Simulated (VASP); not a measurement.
Energy against volume of Os (hcp). Calculation: vdW-DF-cx, VASP's PBE PAW potentials (set 64) (plane waves; VASP). Run with 520 eV cut-off, 15×15×9 Γ-centred mesh, first-order Methfessel-Paxton smearing of 0.10 eV, potentials Os.

Shape and ions are relaxed at each volume.

```json
[
 {"V (Å³/atom)": "13.186", "E (eV/atom)": "-9.24999"},
 {"V (Å³/atom)": "13.607", "E (eV/atom)": "-9.30899"},
 {"V (Å³/atom)": "14.028", "E (eV/atom)": "-9.32718"},
 {"V (Å³/atom)": "14.449", "E (eV/atom)": "-9.31119"}
]
```

Q: Fit these four points and predict the energy of the run at 14.870 Å³/atom.

A: A cubic in V^(−2/3), the third-order Birch-Murnaghan form, passes through the four points with V0 = 14.03 Å³/atom and B0 = 432 GPa, and gives -9.2666 eV/atom there. The run gave -9.2666 eV/atom, +0.0 meV/atom from the fit; all five points give B0 = 432 GPa.

The compound is Os in the hcp structure. It was relaxed first.
